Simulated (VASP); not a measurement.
Input for VASP

KPOINTS:
```
Automatic mesh
0
Gamma
6 6 6
0 0 0
```

### POSCAR
```
PbF2
1
    1.7690560000     1.0213650000     5.3632860000
   -1.7690560000     1.0213650000     5.3632860000
    0.0000000000    -2.0427300000     5.3632860000
Pb F
1 2
Direct
  0.0000000000   0.0000000000   0.0000000000
  0.2520000000   0.2520000000   0.2520000000
  0.7480000000   0.7480000000   0.7480000000
```

### INCAR
```
SYSTEM = PbF2
PREC = Accurate
ENCUT = 520
EDIFF = 1E-6
NELM = 3
ALGO = Normal
LREAL = .FALSE.
LASPH = .TRUE.
ISMEAR = 0
SIGMA = 0.05
GGA = PE
LMAXMIX = 4
LWAVE = .FALSE.
LCHARG = .FALSE.
ISIF = 2
```

POTCAR, in this order: Pb_d F (PBE.64 set). Program: vasp_std.

The resulting files:

standard output:
```
 POSCAR found type information on POSCAR PbF
 POSCAR found :  2 types and       3 ions
 Reading from existing POTCAR
 Reading from existing POTCAR
 LDA part: xc-table for (Slater+PW92), standard interpolation
 POSCAR, INCAR and KPOINTS ok, starting setup
 WAVECAR not read
 entering main loop
       N       E                     dE             d eps       ncg     rms          rms(c)
DAV:   1     0.306043754106E+03    0.30604E+03   -0.14954E+04  1156   0.172E+03
DAV:   2     0.152635283526E+02   -0.29078E+03   -0.28067E+03  1274   0.450E+02
DAV:   3    -0.145287399224E+02   -0.29792E+02   -0.29543E+02  1374   0.160E+02

 -----------------------------------------------------------------------------
|                                                                             |
|           W    W    AA    RRRRR   N    N  II  N    N   GGGG   !!!           |
|           W    W   A  A   R    R  NN   N  II  NN   N  G    G  !!!           |
|           W    W  A    A  R    R  N N  N  II  N N  N  G       !!!           |
|           W WW W  AAAAAA  RRRRR   N  N N  II  N  N N  G  GGG   !            |
|           WW  WW  A    A  R   R   N   NN  II  N   NN  G    G                |
|           W    W  A    A  R    R  N    N  II  N    N   GGGG   !!!           |
|                                                                             |
|     The electronic self-consistency was not achieved in the given           |
|     number of steps (NELM). The forces and other quantities evaluated       |
|     might not be reliable so examine the results carefully. If you find     |
|     spurious results, we suggest increasing NELM, if you were close to      |
|     convergence or switching to a different ALGO or adjusting the           |
|     density mixing parameters otherwise.                                    |
|                                                                             |
 -----------------------------------------------------------------------------

   1 F= -.14528740E+02 E0= -.14528740E+02  d E =-.462076E-15
```

### OUTCAR
```
------------------------ aborting loop EDIFF was not reached (unconverged)  ----------------------------
  FORCE on cell =-STRESS in cart. coord.  units (eV):
  Direction    XX          YY          ZZ          XY          YZ          ZX
  --------------------------------------------------------------------------------------
  Total       28.4026202     28.4026225     16.5122623      0.0000000     -0.0000000      0.0000000
  in kB      782.6439439    782.6440086    455.0010546      0.0000000     -0.0000000      0.0000000
  external PRESSURE =     673.4296690 kB  Pullay stress =       0.0000000 kB
  volume of cell :       58.14
      direct lattice vectors                 reciprocal lattice vectors
     1.769056000  1.021365000  5.363286000     0.282636615  0.163180319  0.062150952
    -1.769056000  1.021365000  5.363286000    -0.282636615  0.163180319  0.062150952
     0.000000000 -2.042730000  5.363286000     0.000000000 -0.326360638  0.062150952
 POSITION                                       TOTAL-FORCE (eV/Angst)
 -----------------------------------------------------------------------------------
      0.00000      0.00000      0.00000        -0.000000      0.000000     -0.000000
      0.00000      0.00000      4.05464         0.000000     -0.000000     -1.088135
      0.00000      0.00000     12.03521         0.000000     -0.000000      1.088135
 -----------------------------------------------------------------------------------
    total drift:                               -0.000000      0.000000     -0.000000
  FREE ENERGIE OF THE ION-ELECTRON SYSTEM (eV)
  ---------------------------------------------------
  free  energy   TOTEN  =       -14.5287399224 eV

  energy  without entropy=      -14.5287399224  energy(sigma->0) =      -14.52873992
```
(Selected blocks of OUTCAR.)

Problem. Read the log: what went wrong, and how is it fixed?

Solution. The cause: NELM is too small, so the electronic loop ends before EDIFF is met. Convergence was not reached. Against the sound run, the energy per atom (σ→0) decreases by 0.361 eV/atom; the pressure rises by 59.27 GPa; the largest force goes up by 0.959 eV/Å; the band gap rises by 0.88 eV. To mend it, set NELM = 100.

The mended run (PBE GGA, plane waves, VASP's PBE PAW potentials (set 64)) converges, and its OSZICAR ends with
```
   1 F= -.13445357E+02 E0= -.13445357E+02  d E =-.587496E-12
```

The structure was generated: PbF2 was put into the CdCl2 type (R-3m), which need not be its known phase. The cell was not relaxed at this level.
